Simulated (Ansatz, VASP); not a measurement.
# Cross-check of Si2P4W (WSi2P4 monolayer) between VASP and Ansatz

One calculation is typed for both programs; each brings its own data sets. How far apart do they land? Of the first pair: The structure shown is the start of the Ansatz relaxation below; VASP solves that cell, so the two are compared at the walk's first step.

Program: Ansatz 0.2.0. Level of theory: plane waves, with VASP 6.6.1 beside it; single point at PBEsol with D3(BJ). Results are calculated unless marked as measured.

### 1. Starting point

The cell holds 7 atoms: 4 P, 2 Si and 1 W. Its edges and angles: a = 3.480 Å, b = 3.480 Å, c = 40.822 Å, α = 90.0°, β = 90.0°, γ = 120.0°. Vacuum lies along c. The height across the vacuum is the one that the program set for its solve, not the one typed.

### 2. Ansatz: relaxation, PBEsol with D3(BJ)

Ansatz runs on its default PAW (the set named soft_2) files.

The two programs are compared at the cell with which this relaxation starts, whose forces are those of its first step.

The input, input.yaml:

```yaml
crystal:
  lattice:
    - [3.48, 0.0, 0.0]
    - [-1.74, 3.0137684052, 0.0]
    - [0.0, 0.0, 26.5110506903]
  atoms:
    - { symbol: P, position: [0.0, 0.0, 0.3394810755] }
    - { symbol: Si, position: [0.3333333333, 0.6666666667, 0.363789344] }
    - { symbol: P, position: [0.3333333333, 0.6666666667, 0.4433787961] }
    - { symbol: W, position: [0.0, 0.0, 0.5] }
    - { symbol: P, position: [0.3333333333, 0.6666666667, 0.5566212039] }
    - { symbol: Si, position: [0.3333333333, 0.6666666667, 0.636210656] }
    - { symbol: P, position: [0.0, 0.0, 0.6605189245] }
  periodic: [true, true, false]
kpoints:
  mp_grid: { grid: [12, 12, 1] }
hamiltonian:
  xc: pbesol
  dispersion: d3bj
scf:
  occupations: { method: fermi_dirac, width: 0.05 }
  convergence: { dr2_threshold: 1.0e-09 }
relax:
  f_tol: 0.004
  max_steps: 90
  cell: {}
output:
  write_potential: true
  write_density: true
  volumetric_format: npy
```

Started as:

```sh
$ ansatz run input.yaml --threads 4 --pin off --max-ram 6144MiB --backend cpu --events-out ev --progress --plain --runs-dir out
```

Numbers of over 12 decimals in the logs are rounded to 6 here.

The program printed:

```text
Warning: crystal.periodic: the lattice vector that does not repeat stood 0.000° off the slab's normal, 26.511 Å along it as the deck builds it. The run solves the slab on a vector along the normal, 40.822 Å long, with every atom where it was (on the deck's vector they left 18.00 Å outside them, and the widest stretch free of ions among them is 2.11 Å). A fractional position that the run reports is one of the run's ce [...]
Warning: relax.cell: scf.convergence.dr2_threshold = 1e-9 eV is looser than the 2.04284727655e-10 eV advised for a relaxation that steers and ends on the stress (1e-10 eV for each atom of the cell: 7, times the square of relax.cell.stress_2d_tol = 0.05 N/m over 18.5 Å (the atoms' height at the walk's start and 5 Å past either face), 2.701e-2 GPa, over a crystal's default 0.05). What an SCF threshold leaves in a stress goes as its square root, and in the free energy as the threshold itself, and one threshold admits the most on a small cell: [figures from the program's tests cut] Set scf.convergence.dr2_threshold to 2.04284727655e-10 eV or tighter. [rest of the remark cut]
crystal.periodic: the lattice vector that does not repeat stood 0.000° off the slab's normal, 26.511 Å along it as the deck builds it. The run solves the slab on a vector along the normal, 40.822 Å long, with every atom where it was (on the deck's vector they left 18.00 Å outside them, and the widest stretch free of ions among them is 2.11 Å). A fractional position that the run reports is one of the run's cell, which [...]
Engine: ansatz 0.2.0, aarch64-unknown-linux-gnu
Pseudopotentials: kind: paw
Pseudopotential: P, paw, valence charge 5, recommended cutoff 420 eV (normal), P.paw.azcp
Pseudopotential: Si, paw, valence charge 4, recommended cutoff 420 eV (normal), Si.paw.azcp
Pseudopotential: W, paw, valence charge 14, recommended cutoff 420 eV (normal), W.paw.azcp
Functional definition: PBEsol
  exchange = pbesol_x
  correlation = pbesol_c
Crystal: 7 atoms, lattice volume = 428.139 Å³
[...]
SCF iter   2: F=—  HF=-14463.752314 eV  |F-HF|=—  |Δ(HF+E_count)|=   1.40e-4  Δρ=2.03e-4  dr2=5.24e-4  ethr=1.93e-6  ⟨swp⟩=2.3  Hψ=781  notcnv=0
SCF iter   3: F=—  HF=-14463.752276 eV  |F-HF|=—  |Δ(HF+E_count)|=   3.79e-5  Δρ=1.63e-4  dr2=3.14e-4  ethr=1.25e-6  ⟨swp⟩=3.1  Hψ=847  notcnv=0
SCF iter   4: F=—  HF=-14463.752237 eV  |F-HF|=—  |Δ(HF+E_count)|=   3.85e-5  Δρ=2.67e-5  dr2=3.75e-6  ethr=7.48e-7  ⟨swp⟩=2.8  Hψ=828  notcnv=0
SCF iter   5: F=—  HF=-14463.752409 eV  |F-HF|=—  |Δ(HF+E_count)|=   1.71e-4  Δρ=1.21e-5  dr2=9.01e-7  ethr=8.94e-9  ⟨swp⟩=3.6  Hψ=1279  notcnv=0
SCF iter   6: F=—  HF=-14463.752409 eV  |F-HF|=—  |Δ(HF+E_count)|=   7.07e-8  Δρ=5.07e-6  dr2=7.90e-8  ethr=2.15e-9  ⟨swp⟩=3.2  Hψ=952  notcnv=0
SCF iter   7: F=—  HF=-14463.752409 eV  |F-HF|=—  |Δ(HF+E_count)|=   1.46e-8  Δρ=7.51e-7  dr2=4.13e-9  ethr=1.88e-10  ⟨swp⟩=3.4  Hψ=1255  notcnv=0
SCF iter   8: F=-14463.752409 eV  HF=-14463.752409 eV  |F-HF|=9.46e-11  |Δ(HF+E_count)|=   1.06e-9  Δρ=2.31e-7  dr2=3.01e-10  ethr=2.38e-12  ⟨swp⟩=13.0  Hψ=4678  notcnv=0
SCF 5 converged in 8 iterations: F = -14463.752409 eV  dr2 = 3.01e-10
relax step   5: F+E_penalty+E_count = -14463.75240861 eV  Δ(F+E_penalty+E_count) = -1.449e-3 eV  max|allowed force component| = 9.170e-3 eV/Å  Δτ_max = 0.0091 Å  P = +0.032 N/m  Ω = 405.380 Å³  energy of the carried Pulay correction = +1.488e-3 eV  fix = [c, alpha, beta]  reactions: c +0.000 N/m  (8 SCF iters, accepted)
[...]
relax step   6: F+E_penalty+E_count = -14463.75241119 eV  Δ(F+E_penalty+E_count) = -2.582e-6 eV  max|allowed force component| = 8.560e-4 eV/Å  Δτ_max = 0.0016 Å  P = -0.000 N/m  Ω = 405.548 Å³  energy of the carried Pulay correction = +1.476e-3 eV  fix = [c, alpha, beta]  reactions: c -0.000 N/m  (7 SCF iters, accepted)
[...]
relax step   7: F+E_penalty+E_count = -14463.75132028 eV  Δ(F+E_penalty+E_count) = +1.091e-3 eV  max|allowed force component| = 9.908e-4 eV/Å  Δτ_max = 0.0000 Å  P = -0.019 N/m  Ω = 405.548 Å³  fix = [c, alpha, beta]  reactions: c -0.000 N/m  stress off target by 1.91e-2 N/m on what of the cell is left free  SCF on the basis re-selected at this cell (its energy is not comparable with the rows above)  (5 SCF iters)
basis re-selected at this cell: Δ(F+E_penalty+E_count) = +1.091e-3 eV, ΔP = -0.019 N/m vs the last step (what re-selecting the basis moved, of the pressure what is left beyond the Pulay correction that the steps carried, after the strain that the cell walked since its last selection, with what the two solves' SCF thresholds leave and, on support functions, any second-order correction that the steps lacked; it is no m [...]
SCF converged after 5 iterations
Free energy (F): -14463.751320 eV
Harris-Foulkes:  -14463.751320 eV  (|F-HF|=5.93e-10)
Internal energy: -14463.751319 eV  (E = F + TS)
E sigma→0 (E₀):  -14463.751319 eV
Entropy (-TS):   -0.000002 eV (-0.000 meV/atom)
Fermi energy:    -4.815493 eV
--- Per-component energies (eV) ---
  E_band       = -779.996731
  E_kinetic    = 822.212475
  E_local      = -111538.548036  (includes V_loc(G=0)·N_el)
  E_nonlocal   = 192.422612
  E_hartree    = 55243.777022
  E_xc         = -622.535241
  E_vxc        = -580.094888  (∫ρ·V_xc dr)
  E_paw        = -11651.203422  (= ΣΔE_a)
  E_vpaw       = -163.544635  (= ΣTr[D̂ρ^β])
  E_aug_tail   = -0.000043  (compensation charges beyond the density's cutoff)
  E_ewald      = 53091.806155
  E_disp       = -2.152138  (pairwise vdW)
  E_core_change = 0.469298  (= ΣΔE_core)
  E_smearing   = -0.000002  (= −TS)
  E_closure    = -0.000000  (closes the sum)
  Σ components = -14463.751320   (vs F -14463.751320, Δ=0.00e0)
--- Forces (eV/Å), atoms counted from 1 ---
  atom   1  P      0.00000000    -0.00000000    -0.00099084
  atom   2  Si    -0.00000000     0.00000000     0.00076471
  atom   3  P      0.00000000    -0.00000000    -0.00061457
  atom   4  W      0.00000000    -0.00000000     0.00000000
  atom   5  P      0.00000000    -0.00000000     0.00061457
  atom   6  Si    -0.00000000     0.00000000    -0.00076471
  atom   7  P      0.00000000    -0.00000000     0.00099084
  max |Σ_I F_I| component: 8.14e-16 eV/Å
--- 2D stress c σ (N/m, compression-positive) ---
       -0.019117       0.000000       0.000000
        0.000000      -0.019117      -0.000000
        0.000000      -0.000000      -0.000000
  P = ½ c Tr σ = -0.0191 N/m
--- Band table (eV; the first three rows and the last of 19) ---
  k-point 0: bands = ["-78.8537", "-43.1404", "-43.1404", "-43.0565", "-19.2006", "-19.0704", "-17.9397", "-16.1245", "-12.9237", "-10.6799", "-8.9543", "-8.1588", "-8.1588", "-6.7049", "-6.6597", "-6.6597", "-5.9558", "-5.9558", "-5.8910", "-5.8910", "-5.6828", "-2.4505", "-2.4505", "-2.1670", "-2.1670", "-1.5492", "-1.5109", "-0.9142"]
  k-point 1: bands = ["-78.8532", "-43.1531", "-43.1435", "-43.0545", "-19.0960", "-18.9681", "-17.8302", "-16.0732", "-12.8310", "-10.6488", "-8.8775", "-8.3856", "-8.0490", "-7.0373", "-6.8603", "-6.8198", "-6.7421", "-6.2380", "-6.1733", "-6.0954", "-5.6585", "-2.6932", "-2.5357", "-2.2279", "-2.1087", "-1.3146", "-1.2530", "-0.8669"]
  k-point 2: bands = ["-78.8520", "-43.1876", "-43.1517", "-43.0489", "-18.7867", "-18.6644", "-17.5156", "-15.9278", "-12.5775", "-10.5855", "-9.0783", "-8.5704", "-8.3047", "-8.1328", "-7.7428", "-7.3270", "-7.2010", "-6.6393", "-6.5420", "-6.4156", "-5.8232", "-3.1487", "-3.0464", "-2.2545", "-1.9947", "-1.7782", "-1.6570", "-0.4689"]
  k-point 18: bands = ["-78.8460", "-43.2828", "-43.2584", "-43.0223", "-16.0145", "-15.5609", "-15.4751", "-15.4731", "-13.4497", "-13.0482", "-11.0732", "-10.9937", "-10.1573", "-10.0654", "-9.9614", "-9.1077", "-8.8073", "-8.2725", "-7.0440", "-6.3159", "-5.3102", "-4.3172", "-3.9155", "-3.6056", "-2.9180", "-2.2763", "-0.7090", "-0.7056"]
  the weakly bound empty levels are not read free of the cell's end (no_gap_told)
--- Relaxed structure (6 steps of the walk, 6 accepted, 1 SCFs on fresh bases) ---
  F+E_penalty+E_count = -14463.75132028 eV   max|allowed force component| = 9.908e-4 eV/Å   (the final SCF, on the basis selected at the relaxed cell)
  cell:  # Å, volume = 405.5482 Å³
    - [3.386946, 0.0, 0]
    - [-1.693473, 2.933181, 0]
    - [0, 0, 40.822101]
  atoms:
    - { symbol: P, position: [9.166766134266632e-18, -5.2660321015938917e-17, 0.209243] }
    - { symbol: Si, position: [0.333333, 0.666667, 0.234986] }
    - { symbol: P, position: [0.333333, 0.666667, 0.289612] }
    - { symbol: W, position: [1.0573552618554993e-17, -4.9846748047362195e-17, 0.324714] }
    - { symbol: P, position: [0.333333, 0.666667, 0.359817] }
    - { symbol: Si, position: [0.333333, 0.666667, 0.414443] }
    - { symbol: P, position: [1.198033910284336e-17, -4.703317507878546e-17, 0.440186] }
```

The column dr2 measures how far the density is from self-consistency, as an energy; F and HF (Harris–Foulkes) agree once it is small.

### 3. VASP: single point, PBEsol with D3(BJ), start cell, pair 1

The same cell, functional, mesh and smearing now go to VASP, with its own data sets.

Lines of VASP's logs that name or quote its potential files are left out, and so is its time.

The input, INCAR:

```
SYSTEM = Si2P4W
PREC = Accurate
ENCUT = 520
EDIFF = 1E-06
NELM = 120
ISMEAR = -1
SIGMA = 0.05
LREAL = .FALSE.
ALGO = Normal
GGA = PS
IVDW = 12
NBANDS = 24
LASPH = .TRUE.
LORBIT = 11
LWAVE = .FALSE.
LCHARG = .FALSE.
ISIF = 2
LDIPOL = .TRUE.
IDIPOL = 3
DIPOL = 0.5 0.5 0.325
LVHAR = .TRUE.
GGA_COMPAT = .FALSE.
EFERMI = MIDGAP
NELMDL = -8
KPAR = 2
```

The input, POSCAR:

```
Si2P4W
1.0
    3.4800000000      0.0000000000      0.0000000000
   -1.7400000000      3.0137680000      0.0000000000
    0.0000000000      0.0000000000     40.8221010000
P Si W
4 2 1
Direct
    0.0000000000      0.0000000000      0.2204688093
    0.3333333886      0.6666667773      0.2879429944
    0.3333333886      0.6666667773      0.3614858775
    0.0000000000      0.0000000000      0.4289600626
    0.3333333886      0.6666667773      0.2362553069
    0.3333333886      0.6666667773      0.4131735650
    0.0000000000      0.0000000000      0.3247144237
```

The input, KPOINTS:

```
Automatic mesh
0
Gamma
12 12 1
0 0 0
```

Potentials, in the order of the species: P, Si and W (PBE family, release 64).

Started as:

```sh
$ mpirun -np 2 vasp_std
```

The program printed:

```text
[banner, memory and clock lines left out]
running    2 mpi-ranks, on    1 nodes
 distrk:  each k-point on    1 cores,    2 groups
 distr:  one band on    1 cores,    1 groups

 POSCAR found type information on POSCAR P SiW
 POSCAR found :  3 types and       7 ions
|                                                                             |
|               ----> ADVICE to this user running VASP <----                  |
|                                                                             |
|     You enforced a specific xc type in the INCAR file but a different       |
|     [... a line on the potential file left out ...]
|     I HOPE YOU KNOW WHAT YOU ARE DOING!                                     |
|                                                                             |

 LDA part: xc-table for (Slater+PW92), standard interpolation
 POSCAR, INCAR and KPOINTS ok, starting setup
 FFT: planning ... GRIDC
 FFT: planning ... GRID_SOFT
 FFT: planning ... GRID
 WAVECAR not read
 entering main loop
       N       E                     dE             d eps       ncg     rms          rms(c)
DAV:   1     0.235708694724E+03    0.23571E+03   -0.11216E+04   912   0.103E+03
DAV:   2    -0.222407944638E+02   -0.25795E+03   -0.24865E+03  1384   0.200E+02
DAV:   3    -0.498096062342E+02   -0.27569E+02   -0.27104E+02  1144   0.717E+01
DAV:   4    -0.507467873800E+02   -0.93718E+00   -0.93251E+00  1376   0.160E+01
DAV:   5    -0.507694522663E+02   -0.22665E-01   -0.22658E-01  1360   0.224E+00
DAV:   6    -0.507699656018E+02   -0.51334E-03   -0.51327E-03  1416   0.311E-01
DAV:   7    -0.507699769566E+02   -0.11355E-04   -0.11354E-04  1416   0.445E-02
DAV:   8    -0.507699773336E+02   -0.37696E-06   -0.37682E-06  1184   0.673E-03    0.243E+01
DAV:   9    -0.489569883646E+02    0.18130E+01   -0.77521E+00  1320   0.118E+01    0.978E+00
DAV:  10    -0.487086421832E+02    0.24835E+00   -0.39595E+00  1368   0.119E+01    0.748E+00
DAV:  11    -0.484223773951E+02    0.28626E+00   -0.13992E+00  1304   0.730E+00    0.104E+00
DAV:  12    -0.483854856423E+02    0.36892E-01   -0.23427E-01  1304   0.323E+00    0.660E-01
DAV:  13    -0.483869190813E+02   -0.14334E-02   -0.39289E-02  1448   0.108E+00    0.526E-01
DAV:  14    -0.483849657901E+02    0.19533E-02   -0.18139E-02  1288   0.706E-01    0.161E-01
[...]
DAV:  20    -0.483850764070E+02   -0.41052E-04   -0.10580E-05  1128   0.133E-02    0.830E-03
DAV:  21    -0.483851262404E+02   -0.49833E-04   -0.10932E-05  1072   0.119E-02    0.115E-02
DAV:  22    -0.483851355484E+02   -0.93080E-05   -0.53330E-07   904   0.388E-03    0.932E-03
DAV:  23    -0.483851566036E+02   -0.21055E-04   -0.17538E-06   960   0.626E-03    0.401E-03
DAV:  24    -0.483851590304E+02   -0.24268E-05   -0.33126E-07   792   0.266E-03    0.402E-03
DAV:  25    -0.483851651396E+02   -0.61092E-05   -0.12667E-07   696   0.213E-03    0.187E-03
DAV:  26    -0.483851735240E+02   -0.83843E-05   -0.63950E-07   840   0.465E-03    0.290E-03
DAV:  27    -0.483851734895E+02    0.34457E-07   -0.18676E-07   616   0.243E-03
   1 F= -.50509354E+02 E0= -.50505369E+02  d E =-.796985E-02
```

Parts of OUTCAR (step 3):

```text
ion  position               nearest neighbor table
   1  0.000  0.000  0.220-   5 2.11   5 2.11   5 2.11
   2  0.333  0.667  0.288-   5 2.11   7 2.51   7 2.51   7 2.51
   3  0.333  0.667  0.361-   6 2.11   7 2.51   7 2.51   7 2.51
   4  0.000  0.000  0.429-   6 2.11   6 2.11   6 2.11
   5  0.333  0.667  0.236-   1 2.11   1 2.11   2 2.11   1 2.11
   6  0.333  0.667  0.413-   4 2.11   4 2.11   3 2.11   4 2.11
   7  0.000  0.000  0.325-   2 2.51   2 2.51   2 2.51   3 2.51   3 2.51   3 2.51

  LATTYP: Found a hexagonal cell.
 ALAT       =     3.4800000000
 C/A-ratio  =    11.7304887931

 Subroutine GETGRP returns: Found 12 space group operations
 (whereof  6 operations were pure point group operations)

The static configuration has the point symmetry C_3v.
 The point group associated with its full space group is D_3h.

 Found     19 irreducible k-points:

   k-points           NKPTS =     19   k-points in BZ     NKDIM =     19   number of bands    NBANDS=     24

   dimension x,y,z NGX =    28 NGY =   28 NGZ =  320
   dimension x,y,z NGXF=    56 NGYF=   56 NGZF=  640

   ENCUT  =  520.0 eV  38.22 Ry    6.18 a.u.   6.47  6.47 75.90*2*pi/ulx,y,z

   NELECT =      34.0000    total number of electrons

 k-points in reciprocal lattice and weights: Automatic mesh
   0.00000000  0.00000000  0.00000000       0.007
   0.08333333  0.00000000  0.00000000       0.042
   0.16666667  0.00000000  0.00000000       0.042
   0.25000000  0.00000000  0.00000000       0.042
   0.33333333  0.00000000  0.00000000       0.042
   0.41666667  0.00000000  0.00000000       0.042
   0.50000000  0.00000000  0.00000000       0.021
   0.08333333  0.08333333  0.00000000       0.042
   0.16666667  0.08333333  0.00000000       0.083
[...]
0.33333333  0.25000000  0.00000000       0.083
   0.33333333  0.33333333  0.00000000       0.014

 dipolmoment           0.000000      0.000000     -0.000011 electrons x Angstroem

 average (electrostatic) potential at core
       1 -90.2651       2 -89.6242       3 -89.6243       4 -90.2653       5 -91.5908
       6 -91.5909       7 -46.8292

 E-fermi :  -1.6272

 k-point     1 :       0.0000    0.0000    0.0000
  band No.  band energies     occupation
    ...
     13      -3.9710      2.00000
     14      -2.6859      2.00000
     15      -2.6859      2.00000
     16      -2.5775      2.00000
     17      -1.8987      1.99127
     18       0.1125      0.00000
     19       0.1125      0.00000
     20       0.2178      0.00000
     21       0.2178      0.00000
     22       0.6434      0.00000
    ...

 k-point     2 :       0.0833    0.0000    0.0000
  band No.  band energies     occupation
    ...
     13      -3.8946      2.00000
     14      -2.9194      2.00000
     15      -2.8126      2.00000
     16      -2.4534      2.00000
     17      -1.8783      1.98689
     18       0.0136      0.00000
     19       0.0930      0.00000
     20       0.4052      0.00000
     21       0.4631      0.00000
     22       1.1386      0.00000
    ...

 k-point     3 :       0.1667    0.0000    0.0000
  band No.  band energies     occupation
    ...
     13      -3.6373      2.00000
     14      -3.3036      2.00000
     15      -3.1197      2.00000
     16      -2.6029      2.00000
     17      -2.1040      1.99986
     18      -0.2926      0.00000
     19      -0.2624      0.00000
     20       0.7745      0.00000
     21       1.0581      0.00000
     22       1.2191      0.00000
    ...

 Edisp (eV)   -2.12418

  Total       1.37791     1.37791     9.44552     0.00000     0.00000     0.00000
  in kB       5.15642     5.15642    35.34694     0.00000     0.00000     0.00000
  external pressure =       15.22 kB  Pullay stress =        0.00 kB

  energy-cutoff  :      520.00
  volume of cell :      428.14
      direct lattice vectors                 reciprocal lattice vectors
     3.480000000  0.000000000  0.000000000     0.287356322  0.165905272  0.000000000
    -1.740000000  3.013768000  0.000000000     0.000000000  0.331810544  0.000000000
     0.000000000  0.000000000 40.822101000     0.000000000  0.000000000  0.024496534

 POSITION                                       TOTAL-FORCE (eV/Angst)
 -----------------------------------------------------------------------------------
      0.00000      0.00000      9.00000        -0.000000      0.000000     -3.321818
     -0.00000      2.00918     11.75444         0.000000      0.000000      3.717683
     -0.00000      2.00918     14.75661         0.000000      0.000000     -3.717683
      0.00000      0.00000     17.51105        -0.000000     -0.000000      3.321818
     -0.00000      2.00918      9.64444        -0.000000     -0.000000      1.057243
     -0.00000      2.00918     16.86661        -0.000000     -0.000000     -1.057243
      0.00000      0.00000     13.25553        -0.000000      0.000000      0.000000
 -----------------------------------------------------------------------------------
    total drift:                                0.000000     -0.000182     -0.001157

  FREE ENERGIE OF THE ION-ELECTRON SYSTEM (eV)
  ---------------------------------------------------
  free  energy   TOTEN  =       -50.5093541749 eV

  energy  without entropy=      -50.5013843216  energy(sigma->0) =      -50.50536925

 vacuum level on the upper side and lower side of the slab         3.414         3.415

 total charge
# of ion       s       p       d       tot
------------------------------------------
    1        1.016   1.663   0.000   2.679
    2        1.017   1.527   0.000   2.545
    3        1.017   1.527   0.000   2.545
    4        1.016   1.663   0.000   2.679
    5        0.743   1.023   0.000   1.766
    6        0.743   1.023   0.000   1.766
    7        0.526   0.574   4.156   5.256
--------------------------------------------------
tot          6.079   8.999   4.156  19.234

[... 3 further parts left out ...]
```

The data set W keeps the semicore shell frozen, which is cheaper and a little less accurate.

(Part 1 of 2 ends here.)

[Lines on the potential files, build, host, timing and source positions are cut from VASP's logs without a mark.]

[Logs are printed without paths, hosts, clocks, repeated set-up lines and the standing remarks that a program may print on its own settings, such as how far it seeks lower states.]

[Hosts, paths, dates, database ids (printed as entryN), source tags and the programs' standing remarks are cut or masked in the printed files.]
